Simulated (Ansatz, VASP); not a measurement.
# WC (Qusongite): VASP beside Ansatz, part 2 of 2

One calculation is typed for both programs; each brings its own data sets. How far apart do they land? The cell is taken from a series of runs on this material, whose earlier steps may have relaxed, scaled, displaced or heated it; both programs get it as it stands.

VASP 6.6.1 and Ansatz 0.2.0.

So far: The starting structure; VASP: zone-centre phonons, PBEsol.

### 3. Ansatz: zone-centre phonons, PBEsol

Level of this step: Ansatz beside VASP: Kohn-Sham DFT, plane waves, PBEsol (Ansatz).

Ansatz runs on its PAW soft_1 files.

The same cell, functional, mesh and smearing now go to Ansatz, which takes its cutoff from its data sets.

The input, input.yaml:

```yaml
crystal:
  lattice:
    - [2.8560770655, 0.0, 0.0]
    - [-1.4280385328, 2.4734352939, 0.0]
    - [0.0, 0.0, 2.7964103012]
  atoms:
    - { symbol: C, position: [0.6666666667, 0.3333333333, 0.5] }
    - { symbol: W, position: [0.0, 0.0, 0.0] }
kpoints:
  mp_grid: { grid: [18, 18, 16] }
hamiltonian:
  xc: pbesol
  pseudopotentials: { kind: paw, azcp: { folder: soft_1 }, xc_functional: pbe }
scf:
  occupations: { method: methfessel_paxton, width: 0.2 }
output:
  eigenvalues: true
phonons:
  method: dfpt
```

Launch:

```sh
$ ansatz run input.yaml --threads 4 --pin off --max-ram 10240MiB --backend cpu --events-out ev --progress --plain --runs-dir out
```

Numbers of over 12 decimals in the logs are rounded to 6 here.

The log of the run:

```text
zone centre: on kpoints.mp_grid the ground state, and the responses unless they are solved on pairs of k-points, stand on 819 of the mesh's 5184 k-points, reduced under 4 symmetry operations, with k and −k counted as one. Each operation leaves every solved displacement unchanged or reverses it
Engine: ansatz 0.2.0, aarch64-unknown-linux-gnu
Pseudopotentials: kind: paw
Pseudopotential: C, paw, valence charge 4, recommended cutoff 420 eV (normal), soft_1/C.paw.azcp
Pseudopotential: W, paw, valence charge 14, recommended cutoff 420 eV (normal), soft_1/W.paw.azcp
Functional definition: PBEsol
  exchange = pbesol_x
  correlation = pbesol_c
Crystal: 2 atoms, lattice volume = 19.755 Å³
Basis set: ecut = 420 eV, 405 PW (Γ), exchange–correlation on 40×40×40 points (8 copies of the dense FFT grid, shifted against one another)
Bands: 13, of which v1, the nominal top of the filled ones, is band 9 counted from 1 (8 counted from 0)
Symmetry: 12 space group operations
k-points: 819 of 5184 (irreducible under 4 space group operations, time reversal used)
Non-local potential: C, projectors of the file, l = 0: 2, l = 1: 2, l = 2: 1
Non-local potential: W, projectors of the file, l = 0: 3, l = 1: 2, l = 2: 2, l = 3: 1
PAW form: soft (Blöchl's): semilocal exchange-correlation on the pseudo side does not see the compensation charge
PAW frozen core: C, regenerated for the run's functional, and the local potential with it (the file was generated under x = pbe(κ = 0.804, μ = 0.219515), c = pbe(β = 0.066725))
PAW frozen core: W, regenerated for the run's functional, and the local potential with it (the file was generated under x = pbe(κ = 0.804, μ = 0.219515), c = pbe(β = 0.066725))
PAW one-centre angular grid: C, 110 points (default); XC on 64 Gauss nodes
PAW one-centre angular grid: W, 590 points (default); XC on 64 Gauss nodes
Initial density: superposition of atomic densities (chi_scale 0.1, normalization cell, long waves kept (reshape's long-wave potential 0.00 eV rms))
Initial wavefunctions: pseudopotential atomic-orbital guess
Functional: x = pbesol(κ = 0.804, μ = 0.123457), c = pbesol(β = 0.046)
SCF iter   1: F=—  HF=-10505.909687 eV  |F-HF|=—  |Δ(HF+E_count)|=         —  Δρ=1.34e-1  dr2=4.63e0  ethr=3.10e-3  ⟨swp⟩=5.0  Hψ=53380  notcnv=0
preconditioner: auto → none  [metal: Δε(μ)=0.023 eV  Ē_g=11.252 eV  σ=0.200 eV  W_gap=0.10  n_scr=8 (ndim 8)  ℏωp=26.4 eV  f_vac=0.000  D(μ)=0.19/eV (n_scr^D=0)  sad-step TF]
SCF iter   2: F=—  HF=-10505.328134 eV  |F-HF|=—  |Δ(HF+E_count)|=   5.82e-1  S|Δr|=    0.00e0  Δρ=9.49e-2  dr2=2.39e0  ethr=3.10e-3  ⟨swp⟩=2.0  Hψ=20372  notcnv=0
SCF iter   3: F=—  HF=-10504.703015 eV  |F-HF|=—  |Δ(HF+E_count)|=   6.25e-1  S|Δr|=    0.00e0  Δρ=8.72e-3  dr2=1.58e-2  ethr=3.10e-3  ⟨swp⟩=2.2  Hψ=18269  notcnv=0
SCF iter   4: F=—  HF=-10504.701505 eV  |F-HF|=—  |Δ(HF+E_count)|=   1.51e-3  S|Δr|=    0.00e0  Δρ=1.03e-3  dr2=8.55e-5  ethr=8.79e-5  ⟨swp⟩=1.1  Hψ=17073  notcnv=0
SCF iter   5: F=—  HF=-10504.701581 eV  |F-HF|=—  |Δ(HF+E_count)|=   7.62e-5  S|Δr|=    0.00e0  Δρ=1.61e-4  dr2=2.60e-6  ethr=4.75e-7  ⟨swp⟩=2.2  Hψ=16806  notcnv=0
SCF iter   6: F=—  HF=-10504.701581 eV  |F-HF|=—  |Δ(HF+E_count)|=   5.73e-7  S|Δr|=    0.00e0  Δρ=2.87e-5  dr2=1.02e-7  ethr=1.45e-8  ⟨swp⟩=2.5  Hψ=17126  notcnv=0
SCF iter   7: F=—  HF=-10504.701581 eV  |F-HF|=—  |Δ(HF+E_count)|=   4.04e-7  S|Δr|=    0.00e0  Δρ=4.73e-6  dr2=1.93e-9  ethr=5.68e-10  ⟨swp⟩=2.0  Hψ=14902  notcnv=0
SCF iter   8: F=—  HF=-10504.701581 eV  |F-HF|=—  |Δ(HF+E_count)|=  2.55e-11  S|Δr|=    0.00e0  Δρ=5.63e-7  dr2=2.03e-11  ethr=1.07e-11  ⟨swp⟩=2.5  Hψ=15493  notcnv=0
SCF iter   9: F=-10504.701581 eV  HF=-10504.701581 eV  |F-HF|=0.00e0  |Δ(HF+E_count)|=  1.82e-12  S|Δr|=    0.00e0  Δρ=3.58e-8  dr2=1.25e-13  ethr=1.00e-12  ⟨swp⟩=5.0  Hψ=40120  notcnv=0
SCF 1 converged in 9 iterations: F = -10504.701581 eV  dr2 = 1.25e-13
  greatest PAW one-centre occupation: 0.999 electrons in one spin orbital (limit 2), on the W atom at site 1 (counted from 0), in its partial waves of l = 0
DFPT response loops at Γ: preconditioner auto → Kerker (q_TF=auto, 2.686 Å⁻¹) (partly filled bands, converged f_vac=0.000); β = 1.00, the filter's whole step (`scf.mixing.beta` (0.50) is not read by the response loops under this deck's `scf.mixing.preconditioner`; to damp them name `kerker` or `kerker_dos`, under which they read `scf.mixing.beta`, and type it under 1.00, their step now; both keys bind the ground state too); Broyden in place of MSR1
SCF converged after 9 iterations
Stability not checked: this state was not tested for a lower state beside it, because cold or Methfessel-Paxton smearing, or corrected tetrahedra, fill the levels in a way that the test cannot read (fill_not_monotonic; see scf.lower_state_search)
Free energy (F): -10504.701581 eV
Harris-Foulkes:  -10504.701581 eV  (|F-HF|=0.00e0)
Internal energy: -10504.701564 eV  (E = F + TS)
E sigma→0 (E₀):  -10504.701577 eV
Entropy (-TS):   -0.000017 eV (-0.008 meV/atom)
Fermi energy:    21.488443 eV
--- Per-component energies (eV) ---
  E_band       = -43.185060
  E_kinetic    = 513.785292
  E_local      = -567.751867  (includes V_loc(G=0)·N_el)
  E_nonlocal   = 0.099508
  E_hartree    = 237.650932
  E_xc         = -315.275269
  E_vxc        = -292.382418  (∫ρ·V_xc dr)
  E_paw        = -8547.356108  (= ΣΔE_a)
  E_vpaw       = -172.237596  (= ΣTr[D̂ρ^β])
  E_aug_tail   = 0.000158  (compensation charges beyond the density's cutoff)
  E_ewald      = -1826.097168
  E_core_change = 0.242958  (= ΣΔE_core)
  E_smearing   = -0.000017  (= −TS)
  E_closure    = 0.000000  (closes the sum)
  Σ components = -10504.701581   (vs F -10504.701581, Δ=0.00e0)
--- Band table (eV; the first three rows and the last of 819) ---
  k-point 0: bands = [... 5 lower, 16.8523, 17.9507, 17.9507, 21.5718, 24.9330, 24.9330, 27.3837, 27.3837]
  k-point 1: bands = [... 5 lower, 16.8166, 17.9965, 17.9965, 21.5536, 24.5504, 24.5504, 27.6233, 27.6233]
  k-point 2: bands = [... 5 lower, 16.6586, 18.1309, 18.1309, 21.5873, 23.7561, 23.7561, 27.9573, 27.9573]
  k-point 818: bands = [... 5 lower, 14.7491, 15.5086, 19.4859, 20.1538, 26.8736, 27.3083, 27.9728, 31.5999]
--- Phonons (Γ-DFPT): 4 representative perturbations + reference, on 819 of 5184 k-points (Σ response iterations 12) ---
  k mesh reduced under 4 symmetry operations, with k and −k counted as one. Each operation leaves every solved displacement unchanged or reverses it
  ASR residual: 1.121e-5 → 0.000e0 eV/Å²; symmetrization residual: 1.421e-6 eV/Å²
  ASR residual per site (eV/Å²): 1.12e-5 7.65e-6
  Γ frequencies (cm⁻¹): 0.00 0.00 0.00 646.37 657.29 657.29
  non-analytic LO–TO correction: not included (Born effective charges unavailable; polar crystals: no LO–TO splitting at Γ)
```

In the SCF lines HF is the Harris–Foulkes energy and dr2 the Hartree energy of the density residual, in eV; the loop may stop once dr2 is under the threshold and the program's other checks hold. Hψ counts applications of the Hamiltonian.

### 4. Side by side

Known differences besides the potentials themselves: the data sets hold 18 valence electrons in Ansatz (on its PAW soft_1 files) and 10 in VASP; the cutoff is 420 eV in Ansatz and 600 eV in VASP; Ansatz makes its cores anew for this functional, VASP keeps those of its PBE data sets. Total energies have different zeros and are not compared.

Both answers:

```csv
quantity,Ansatz,VASP,difference
optical mode 1 (cm⁻¹),646.4,656.6,-1.56 %
optical mode 2 to 3 (cm⁻¹),657.3,665.8,-1.28 %
```

Modes are paired by rising frequency, not by their patterns, so a pair may set unlike modes beside each other; they are those without the splitting of longitudinal modes.

### 5. What came out

* r.m.s. difference of the optical zone-centre modes, each program's sorted by frequency (zone-centre phonons, PBEsol): 9.1 cm⁻¹
* difference in optical mode 1 (zone-centre phonons, PBEsol): -1.6 %

The r.m.s. difference of the optical zone-centre modes, each program's sorted by frequency is 9.1 cm⁻¹ (zone-centre phonons, PBEsol). The data sets hold unlike numbers of valence electrons (18 in Ansatz and 10 in VASP), so part of the differences comes from the potentials. Among the rows given in per cent, the largest difference of the zone-centre phonons, PBEsol pair is in optical mode 1, -1.6 %. Such differences can come from data sets, numerical settings and the points named under the comparisons, not from the functional's error against experiment.

[Lines on the potential files, build, host, timing and source positions are cut from VASP's logs without a mark.]

[Logs are printed without paths, hosts, clocks, repeated set-up lines and the standing remarks that a program may print on its own settings, such as how far it seeks lower states.]

[Hosts, paths, dates, database ids (printed as entryN), source tags and the programs' standing remarks are cut or masked in the printed files.]
